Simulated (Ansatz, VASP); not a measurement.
# SbAs2N (CuAu-ordered zincblende type (invented)) in two plane-wave programs

Aim: how closely do two programs agree when they are given the same cell, functional and k mesh? The cell is generated by rule, not measured, and may not be a known phase. The two relaxations start from unlike cells of this crystal (the structure described is Ansatz's start), so only their ends are compared.

Main program and level: Ansatz 0.2.0; plane waves, with VASP 6.6.1 beside it; relaxation of cell and atoms at PBEsol.

**1. The starting structure**

It takes space group P-4m2 (No. 115, tetragonal). Conventional cell: a = 3.707 Å, b = 3.707 Å, c = 5.242 Å, α = 90.00°, β = 90.00°, γ = 90.00°. Nearest to N lie 4 As at 2.27 Å. Sb has 4 As at 2.27 Å nearest. Nearest to As lie 2 N at 2.27 Å and 2 Sb at 2.27 Å. Farther neighbours and most contacts between anions are not listed.

**2. Ansatz: relaxation of cell and atoms, PBEsol**

Ansatz runs on its default PAW (the set named soft_2) files.

The relaxed volume is the usual yardstick between codes: in a stiff, nearly cubic crystal its relative difference is about their pressure difference at one cell divided by the bulk modulus.

input.yaml reads:

```yaml
crystal:
  lattice:
    - [3.70689, 0.0, 0.0]
    - [0.0, 3.70689, 0.0]
    - [0.0, 0.0, 5.24234]
  atoms:
    - { symbol: "N", position: [0.0, 0.0, 0.0] }
    - { symbol: Sb, position: [0.5, 0.5, 0.5] }
    - { symbol: As, position: [0.0, 0.5, 0.25] }
    - { symbol: As, position: [0.5, 0.0, 0.75] }
kpoints:
  mp_grid: { grid: [6, 6, 4] }
hamiltonian:
  xc: pbesol
scf:
  occupations: { method: gaussian, width: 0.1 }
output:
  forces: true
  stress: true
  eigenvalues: true
relax:
  adjacent_minimum: "off"
  f_tol: 0.05
  max_steps: 80
  cell: { stress_tol: 0.5 }
```

Launch:

```
$ ansatz run input.yaml --threads 2 --pin off --max-ram 5120MiB --backend cpu --events-out ev --progress --plain --runs-dir out
```

Numbers of over 12 decimals in the logs are rounded to 6 here.

The program printed:

```text
The last accepted step is kept in <dir> (removed where the run ends without a failure and the disk answers)
Engine: ansatz 0.2.0, x86_64-unknown-linux-gnu
Pseudopotentials: kind: paw
Pseudopotential: N, paw, valence charge 5, recommended cutoff 420 eV (normal), N.paw.azcp
Pseudopotential: Sb, paw, valence charge 15, recommended cutoff 420 eV (normal), Sb.paw.azcp
Pseudopotential: As, paw, valence charge 15, recommended cutoff 420 eV (normal), As.paw.azcp
Functional definition: PBEsol
  exchange = pbesol_x
  correlation = pbesol_c
Crystal: 4 atoms, lattice volume = 72.035 Å³
Basis set: ecut = 420 eV, 1417 PW (Γ), exchange–correlation on 50×50×72 points (8 copies of the dense FFT grid, shifted against one another)
Bands: 30, of which v1, the nominal top of the filled ones, is band 25 counted from 1 (24 counted from 0)
Symmetry: 8 space group operations
Space group: P-4m2 (ITA 115), of the structure as read, at distance tolerance 4.2e-5 Å
k-points: 30 of 144 (time reversal used)
Non-local potential: N, projectors of the file, l = 0: 2, l = 1: 2, l = 2: 1
Non-local potential: Sb, projectors of the file, l = 0: 2, l = 1: 2, l = 2: 2, l = 3: 2
Non-local potential: As, projectors of the file, l = 0: 2, l = 1: 2, l = 2: 3, l = 3: 1
PAW form: soft (Blöchl's): semilocal exchange-correlation on the pseudo side does not see the compensation charge
PAW frozen core: N, regenerated for the run's functional, and the local potential with it (the file was generated under x = pbe(κ = 0.804, μ = 0.219515), c = pbe(β = 0.066725))
PAW frozen core: Sb, regenerated for the run's functional, and the local potential with it (the file was generated under x = pbe(κ = 0.804, μ = 0.219515), c = pbe(β = 0.066725))
PAW frozen core: As, regenerated for the run's functional, and the local potential with it (the file was generated under x = pbe(κ = 0.804, μ = 0.219515), c = pbe(β = 0.066725))
PAW one-centre angular grid: N, 110 points (default); XC on 64 Gauss nodes
PAW one-centre angular grid: Sb, 590 points (default); XC on 64 Gauss nodes
PAW one-centre angular grid: As, 590 points (default); XC on 64 Gauss nodes
Initial density: superposition of atomic densities (neutral atoms: chi_scale 0, normalization atom), corrected by the library's trained network
Initial wavefunctions: pseudopotential atomic-orbital guess
Functional: x = pbesol(κ = 0.804, μ = 0.123457), c = pbesol(β = 0.046)
SCF iter   1: F=—  HF=-16404.872856 eV  |F-HF|=—  |Δ(HF+E_count)|=         —  Δρ=1.35e-2  dr2=1.75e-1  ethr=1.77e-3  ⟨swp⟩=6.6  Hψ=4168  notcnv=0
preconditioner: auto → Kerker (q_TF=auto, 2.567 Å⁻¹)  [metal: Δε(μ)=0.054 eV  Ē_g=9.834 eV  σ=0.100 eV  W_gap=0.30  n_scr=20 (ndim 8)  ℏωp=19.6 eV  f_vac=0.007  D(μ)=1.77/eV (n_scr^D=14)]
SCF iter   2: F=—  HF=-16404.852737 eV  |F-HF|=—  |Δ(HF+E_count)|=   2.01e-2  Δρ=7.03e-3  dr2=5.45e-2  ethr=3.50e-4  ⟨swp⟩=1.1  Hψ=1142  notcnv=0
preconditioner: auto → Resta (q_TF=auto, 2.567 Å⁻¹)  ε∞=5.0  [insulator: Δε(μ)=0.168 eV  Ē_g=9.841 eV  σ=0.100 eV  W_gap=0.53  n_scr=20 (ndim 8)  ℏωp=19.6 eV  f_vac=0.006  D(μ)=1.84/eV (n_scr^D=14)  ε∞_Penn≈5.0]
SCF iter   3: F=—  HF=-16404.844779 eV  |F-HF|=—  |Δ(HF+E_count)|=   7.96e-3  Δρ=9.67e-4  dr2=6.79e-4  ethr=1.09e-4  ⟨swp⟩=2.0  Hψ=1045  notcnv=0
SCF iter   4: F=—  HF=-16404.844647 eV  |F-HF|=—  |Δ(HF+E_count)|=   1.33e-4  Δρ=3.84e-4  dr2=1.26e-4  ethr=1.36e-6  ⟨swp⟩=2.0  Hψ=1638  notcnv=0
SCF iter   5: F=—  HF=-16404.844626 eV  |F-HF|=—  |Δ(HF+E_count)|=   2.06e-5  Δρ=1.29e-4  dr2=1.47e-5  ethr=2.52e-7  ⟨swp⟩=2.0  Hψ=1635  notcnv=0
SCF iter   6: F=—  HF=-16404.844620 eV  |F-HF|=—  |Δ(HF+E_count)|=   5.81e-6  Δρ=3.67e-5  dr2=1.36e-6  ethr=2.94e-8  ⟨swp⟩=3.0  Hψ=1689  notcnv=0
SCF iter   7: F=-16404.844621 eV  HF=-16404.844621 eV  |F-HF|=6.13e-8  |Δ(HF+E_count)|=   3.03e-7  Δρ=9.46e-6  dr2=9.71e-8  ethr=2.00e-10  ⟨swp⟩=5.4  Hψ=4161  notcnv=0
SCF 1 converged in 7 iterations: F = -16404.844621 eV  dr2 = 9.71e-8
  greatest PAW one-centre occupation: 0.999 electrons in one spin orbital (limit 2), on the As atom at site 3 (counted from 0), in its partial waves of l = 2
relax step   1: F+E_penalty+E_count = -16404.84462051 eV  Δ(F+E_penalty+E_count) = +0.000e0 eV  max|allowed force component| = 7.333e0 eV/Å  Δτ_max = 0.0000 Å  P = +36.490 GPa  Ω = 72.035 Å³  (7 SCF iters, dr2 threshold 1.00e-7 eV, accepted)
[...]
relax step   8: F+E_penalty+E_count = -16410.04841124 eV  Δ(F+E_penalty+E_count) = -2.090e-2 eV  max|allowed force component| = 7.774e-3 eV/Å  Δτ_max = 0.0000 Å  P = +0.523 GPa  Ω = 83.808 Å³  stress off target by 6.77e-1 GPa  SCF on the basis re-selected at this cell (its energy is not comparable with the rows above)  (6 SCF iters)
[...]
relax step   9: F+E_penalty+E_count = -16410.04989232 eV  Δ(F+E_penalty+E_count) = -1.481e-3 eV  max|allowed force component| = 2.300e-2 eV/Å  Δτ_max = 0.0051 Å  P = +0.047 GPa  Ω = 84.204 Å³  energy of the carried Pulay correction = -2.623e-4 eV  (5 SCF iters, dr2 threshold 4.00e-7 eV, accepted)
[...]
relax step  10: F+E_penalty+E_count = -16410.05021011 eV  Δ(F+E_penalty+E_count) = -3.178e-4 eV  max|allowed force component| = 2.298e-2 eV/Å  Δτ_max = 0.0000 Å  P = +0.047 GPa  Ω = 84.204 Å³  stress off target by 1.29e-1 GPa  SCF on the basis re-selected at this cell (its energy is not comparable with the rows above)  (3 SCF iters)
basis re-selected at this cell: Δ(F+E_penalty+E_count) = -3.178e-4 eV, ΔP = +0.000 GPa vs the last step (what re-selecting the basis moved, of the pressure what is left beyond the Pulay correction that the steps carried, after the strain that the cell walked since its last selection, with what the two solves' SCF thresholds leave and, on support functions, any second-order correction that the steps lacked; it is no m [...]
SCF converged after 3 iterations
Free energy (F): -16410.050210 eV
Harris-Foulkes:  -16410.050210 eV  (|F-HF|=1.82e-9)
Internal energy: -16410.045518 eV  (E = F + TS)
E sigma→0 (E₀):  -16410.047864 eV
Entropy (-TS):   -0.004692 eV (-1.173 meV/atom)
Fermi energy:    9.639275 eV
--- Per-component energies (eV) ---
  E_band       = -675.003841
  E_kinetic    = 537.671429
  E_local      = -5511.273260  (includes V_loc(G=0)·N_el)
  E_nonlocal   = -925.971941
  E_hartree    = 2800.376458
  E_xc         = -353.163884
  E_vxc        = -329.269264  (∫ρ·V_xc dr)
  E_paw        = -8205.224823  (= ΣΔE_a)
  E_vpaw       = -46.912591  (= ΣTr[D̂ρ^β])
  E_aug_tail   = 0.000097  (compensation charges beyond the density's cutoff)
  E_ewald      = -4754.752407
  E_core_change = 2.292813  (= ΣΔE_core)
  E_smearing   = -0.004692  (= −TS)
  E_closure    = -0.000000  (closes the sum)
  Σ components = -16410.050210   (vs F -16410.050210, Δ=0.00e0)
--- Forces (eV/Å), atoms counted from 1 ---
  atom   1  N     -0.00000000     0.00000000     0.00000000
  atom   2  Sb    -0.00000000     0.00000000    -0.00000000
  atom   3  As     0.00000000     0.00000000     0.02297614
  atom   4  As     0.00000000     0.00000000    -0.02297614
  max |Σ_I F_I| component: 7.60e-16 eV/Å
--- Stress (GPa, compression-positive) ---
        0.129199      -0.000000       0.000000
       -0.000000       0.129199       0.000000
        0.000000       0.000000      -0.116589
  P = ⅓ Tr σ = 0.0473 GPa (0.473 kbar)
--- Band table (eV; the first three rows and the last of 30) ---
  k-point 0: bands = [... 21 lower, 6.5013, 7.8396, 8.4093, 8.4093, 9.2527, 11.3795, 11.3795, 12.2773, ... 1 higher]
  k-point 1: bands = [... 21 lower, 6.8619, 7.7362, 8.1471, 8.1471, 9.6361, 11.6073, 11.6073, 12.1007, ... 1 higher]
  k-point 2: bands = [... 21 lower, 7.0899, 7.7124, 7.9134, 7.9134, 10.5231, 11.4125, 11.8042, 11.8042, ... 1 higher]
  k-point 29: bands = [... 21 lower, 4.4025, 4.8661, 10.0651, 10.0651, 11.9303, 12.0263, 12.3411, 12.5966, ... 1 higher]
--- Relaxed structure (8 steps of the walk, 8 accepted, 2 SCFs on fresh bases) ---
  F+E_penalty+E_count = -16410.05021011 eV   max|allowed force component| = 2.298e-2 eV/Å   (the final SCF, on the basis selected at the relaxed cell)
  cell:  # Å, volume = 84.2040 Å³
    - [3.932552, 0, 0]
    - [0, 3.932552, 0.0]
    - [0, 0.0, 5.444821]
  atoms:
    - { symbol: N, position: [0, 0, 1.654531636613427e-19] }
    - { symbol: Sb, position: [0.500000, 0.500000, 0.500000] }
    - { symbol: As, position: [0, 0.500000, 0.137974] }
    - { symbol: As, position: [0.500000, 0, 0.862026] }
```

**3. VASP: relaxation of cell and atoms, PBEsol**

Its own start cell and the same functional, mesh and smearing now go to VASP, with its own data sets.

Lines of VASP's logs that name or quote its potential files are left out, and so is its time.

INCAR reads:

```
SYSTEM = SbAs2N
PREC = Accurate
ENCUT = 600
EDIFF = 1E-07
NELM = 120
ISMEAR = 0
SIGMA = 0.1
LREAL = .FALSE.
ALGO = Normal
GGA = PS
NBANDS = 16
LORBIT = 11
LWAVE = .FALSE.
LCHARG = .FALSE.
ISIF = 3
IBRION = 2
NSW = 80
EDIFFG = -0.005
LASPH = .TRUE.
GGA_COMPAT = .FALSE.
NELMIN = 4
KPAR = 2
```

POSCAR reads:

```
SbAs2N
1.0
    3.9465471731      0.0000000000      0.0000000000
    0.0000000000      3.9465471731      0.0000000000
    0.0000000000      0.0000000000      5.4218038441
N Sb As
1 1 2
Direct
    0.0000000000      0.0000000000      0.0000000000
    0.5000000000      0.5000000000      0.5000000000
    0.0000000000      0.5000000000      0.1377455201
    0.5000000000      0.0000000000      0.8622544799
```

KPOINTS reads:

```
Automatic mesh
0
Gamma
6 6 4
0 0 0
```

Potentials, in the order of the species: N, Sb and As (PBE family, release 64).

Launch:

```
$ mpirun -np 2 vasp_std
```

The program printed:

```text
[banner, memory and clock lines left out]
running    2 mpi-ranks, on    1 nodes
 distrk:  each k-point on    1 cores,    2 groups
 distr:  one band on    1 cores,    1 groups

 POSCAR found type information on POSCAR N SbAs
 POSCAR found :  3 types and       4 ions
|                                                                             |
|               ----> ADVICE to this user running VASP <----                  |
|                                                                             |
|     You enforced a specific xc type in the INCAR file but a different       |
|     [... a line on the potential file left out ...]
|     I HOPE YOU KNOW WHAT YOU ARE DOING!                                     |
|                                                                             |

 LDA part: xc-table for (Slater+PW92), standard interpolation
 POSCAR, INCAR and KPOINTS ok, starting setup
 FFT: planning ... GRIDC
 FFT: planning ... GRID_SOFT
 FFT: planning ... GRID
 WAVECAR not read
 entering main loop
       N       E                     dE             d eps       ncg     rms          rms(c)
DAV:   1     0.890703990737E+02    0.89070E+02   -0.84181E+03   960   0.117E+03
DAV:   2    -0.143214223769E+02   -0.10339E+03   -0.99687E+02  1296   0.180E+02
DAV:   3    -0.222615358487E+02   -0.79401E+01   -0.78220E+01  1304   0.566E+01
DAV:   4    -0.223619316216E+02   -0.10040E+00   -0.10031E+00  1112   0.692E+00
DAV:   5    -0.223631019570E+02   -0.11703E-02   -0.11701E-02  1264   0.724E-01    0.880E+00
DAV:   6    -0.212579297752E+02    0.11052E+01   -0.10998E+01  1288   0.255E+01    0.556E+00
DAV:   7    -0.208626758900E+02    0.39525E+00   -0.29525E+00  1224   0.101E+01    0.275E+00
DAV:   8    -0.208607489274E+02    0.19270E-02   -0.39632E-01  1080   0.390E+00    0.940E-01
DAV:   9    -0.208500275692E+02    0.10721E-01   -0.37629E-02  1160   0.134E+00    0.197E-01
DAV:  10    -0.208504918962E+02   -0.46433E-03   -0.60931E-03  1016   0.493E-01    0.108E-01
DAV:  11    -0.208504868140E+02    0.50822E-05   -0.21355E-04  1264   0.970E-02    0.461E-02
DAV:  12    -0.208505047930E+02   -0.17979E-04   -0.42305E-05  1232   0.418E-02    0.136E-02
DAV:  13    -0.208505018217E+02    0.29713E-05   -0.95117E-06  1240   0.209E-02    0.570E-03
DAV:  14    -0.208505025794E+02   -0.75772E-06   -0.29673E-06   984   0.108E-02    0.190E-03
DAV:  15    -0.208505025049E+02    0.74507E-07   -0.14506E-07   976   0.248E-03
   1 F= -.20850503E+02 E0= -.20848101E+02  d E =-.208505E+02
 curvature:   0.00 expect dE= 0.000E+00 dE for cont linesearch  0.000E+00
 trial: gam= 0.00000 g(F)=  0.111E-05 g(S)=  0.208E-04 ort = 0.000E+00 (trialstep = 0.100E+01)
 search vector abs. value=  0.219E-04
 bond charge predicted
       N       E                     dE             d eps       ncg     rms          rms(c)
DAV:   1    -0.208505493189E+02   -0.46740E-04   -0.88730E-04  1208   0.183E-01    0.389E-02
DAV:   2    -0.208505243155E+02    0.25003E-04   -0.22592E-04  1280   0.954E-02    0.173E-02
DAV:   3    -0.208505146638E+02    0.96517E-05   -0.46391E-05  1328   0.455E-02    0.788E-03
DAV:   4    -0.208505128670E+02    0.17968E-05   -0.12386E-05  1008   0.182E-02    0.382E-03
DAV:   5    -0.208505127218E+02    0.14525E-06   -0.66216E-07  1264   0.613E-03    0.236E-03
DAV:   6    -0.208505126931E+02    0.28666E-07   -0.17817E-07   584   0.255E-03
   2 F= -.20850513E+02 E0= -.20848101E+02  d E =-.101883E-04
 trial-energy change:   -0.000010  1 .order   -0.000009   -0.000022    0.000003
 step:   0.8918(harm=  0.8723)  dis= 0.00015  next Energy=   -20.850513 (dE=-0.104E-04)
 reached required accuracy - stopping structural energy minimisation
```

OUTCAR, selected parts (step 3):

```text
ion  position               nearest neighbor table
   1  0.000  0.000  0.000-   3 2.11   4 2.11   3 2.11   4 2.11
   2  0.500  0.500  0.500-   3 2.78   4 2.78   4 2.78   3 2.78
   3  0.000  0.500  0.138-   1 2.11   1 2.11   2 2.78   2 2.78
   4  0.500  0.000  0.862-   1 2.11   1 2.11   2 2.78   2 2.78

  LATTYP: Found a simple tetragonal cell.
 ALAT       =     3.9465471731
 C/A-ratio  =     1.3738094609

 Subroutine GETGRP returns: Found  8 space group operations
 (whereof  8 operations were pure point group operations)

The static configuration has the point symmetry D_2d.

 Found     30 irreducible k-points:

   k-points           NKPTS =     30   k-points in BZ     NKDIM =     30   number of bands    NBANDS=     16

   dimension x,y,z NGX =    32 NGY =   32 NGZ =   48
   dimension x,y,z NGXF=    64 NGYF=   64 NGZF=   96

   ENCUT  =  600.0 eV  44.10 Ry    6.64 a.u.   7.88  7.88 10.83*2*pi/ulx,y,z

   NELECT =      20.0000    total number of electrons

 k-points in reciprocal lattice and weights: Automatic mesh
   0.00000000  0.00000000  0.00000000       0.007
   0.16666667  0.00000000  0.00000000       0.028
   0.33333333  0.00000000  0.00000000       0.028
   0.50000000  0.00000000  0.00000000       0.014
   0.16666667  0.16666667  0.00000000       0.028
   0.33333333  0.16666667  0.00000000       0.056
   0.50000000  0.16666667  0.00000000       0.028
   0.33333333  0.33333333  0.00000000       0.028
   0.50000000  0.33333333  0.00000000       0.028
[...]
0.50000000  0.33333333  0.50000000       0.028
   0.50000000  0.50000000  0.50000000       0.007

 average (electrostatic) potential at core
       1 -63.8959       2 -87.2058       3 -49.7474       4 -49.7474

 E-fermi :   5.6625

 k-point     1 :       0.0000    0.0000    0.0000
  band No.  band energies     occupation
    ...
      7       2.4964      2.00000
      8       3.8893      2.00000
      9       4.3863      2.00000
     10       4.3863      2.00000
     11       5.2519      2.00000
     12       7.3991      0.00000
     13       7.3991      0.00000
     14       8.2607      0.00000
     15      10.3637      0.00000
     16      10.8745      0.00000

 k-point     2 :       0.1667    0.0000    0.0000
  band No.  band energies     occupation
    ...
      6       0.1552      2.00000
      7       3.0928      2.00000
      8       3.2545      2.00000
      9       3.6643      2.00000
     10       4.2261      2.00000
     11       5.8922      0.00116
     12       7.2472      0.00000
     13       7.5469      0.00000
     14       8.4794      0.00000
     15      10.5777      0.00000
    ...

 k-point     3 :       0.3333    0.0000    0.0000
  band No.  band energies     occupation
    ...
      6       0.0091      2.00000
      7       2.1563      2.00000
      8       2.7545      2.00000
      9       3.8363      2.00000
     10       5.1795      2.00000
     11       6.2280      0.00000
     12       7.4356      0.00000
     13       7.9788      0.00000
     14       8.0315      0.00000
     15      10.2800      0.00000
    ...

  Total        0.0161923      0.0161923     -0.0044265      0.0000000      0.0000000      0.0000000
  in kB        0.3074648      0.3074648     -0.0840523      0.0000000      0.0000000      0.0000000
  external PRESSURE =       0.1769591 kB  Pullay stress =       0.0000000 kB

  energy-cutoff  :      600.00
  volume of cell :       84.38
      direct lattice vectors                 reciprocal lattice vectors
     3.945743881  0.000000000  0.000000000     0.253437636  0.000000000  0.000000000
     0.000000000  3.945743881 -0.000000000     0.000000000  0.253437636 -0.000000000
     0.000000000  0.000000000  5.419583443     0.000000000  0.000000000  0.184516026

 POSITION                                       TOTAL-FORCE (eV/Angst)
 -----------------------------------------------------------------------------------
      0.00000      3.94574      5.41958         0.000000      0.000000      0.000000
      1.97287      1.97287      2.70979         0.000000     -0.000000      0.000000
      0.00000      1.97287      0.74636         0.000000     -0.000000     -0.004800
      1.97287      3.94574      4.67322         0.000000      0.000000      0.004800
 -----------------------------------------------------------------------------------
    total drift:                                0.000000      0.000000      0.000000

  FREE ENERGIE OF THE ION-ELECTRON SYSTEM (eV)
  ---------------------------------------------------
  free  energy   TOTEN  =       -20.8505126931 eV

  energy  without entropy=      -20.8456886043  energy(sigma->0) =      -20.84810065

 reached required accuracy - stopping structural energy minimisation

 total charge
# of ion       s       p       d       tot
------------------------------------------
    1        1.314   2.237   0.000   3.552
    2        1.223   1.134   0.037   2.395
    3        1.347   1.215   0.079   2.640
    4        1.347   1.215   0.079   2.640
--------------------------------------------------
tot          5.231   5.801   0.195  11.227

[... 3 further parts left out ...]
```

CONTCAR:

```
SbAs2N
   1.00000000000000
     3.9457438807282315    0.0000000000000000    0.0000000000000000
     0.0000000000000000    3.9457438807282315   -0.0000000000000000
     0.0000000000000000    0.0000000000000000    5.4195834431737975
  N               Sb              As
     1     1     2
Direct
     0.0000000000000000    1.0000000000000000    1.0000000000000000
     0.5000000000000000    0.5000000000000000    0.5000000000000000
     0.0000000000000000    0.5000000000000000    0.1377152776609796
     0.5000000000000000    1.0000000000000000    0.8622847223390203
```

The k-mesh is coarse for a metal.

**4. Differences**

Known differences besides the potentials themselves: the data sets hold 50 valence electrons in Ansatz (on its default PAW (the set named soft_2) files) and 20 in VASP; the cutoff is 420 eV in Ansatz and 600 eV in VASP; Ansatz makes its cores anew for this functional, VASP keeps those of its PBE data sets; Ansatz adds a Pulay correction to the stress that steers its cell, VASP none. Total energies have different zeros and are not compared.

The two programs side by side:

```tsv
quantity	Ansatz	VASP	difference
volume (Å³)	84.20	84.38	-0.20 %
edge a after relaxation, in the typed setting (Å)	3.933	3.946	-0.33 %
edge c after relaxation, in the typed setting (Å)	5.445	5.420	+0.46 %
```

**5. Outcome**

```yaml
difference_in_edge_c_after_relaxation_in_the_typed_setting_relaxation_of_cell_and_atoms_pbesol: 0.46 %
```

The difference in edge c after relaxation, in the typed setting is 0.46 % (relaxation of cell and atoms, PBEsol), within the 1.2 % picked in this series as the mark of a large difference, as far as the stopping tolerances let one tell. The data sets hold unlike numbers of valence electrons (50 in Ansatz and 20 in VASP), so part of the differences comes from the potentials. Such differences can come from data sets, numerical settings and the points named under the comparisons, not from the functional's error against experiment.

[Lines on the potential files, build, host, timing and source positions are cut from VASP's logs without a mark.]

[Logs are printed without paths, hosts, clocks, repeated set-up lines and the standing remarks that a program may print on its own settings, such as how far it seeks lower states.]

[Hosts, paths, dates, database ids (printed as entryN), source tags and the programs' standing remarks are cut or masked in the printed files.]
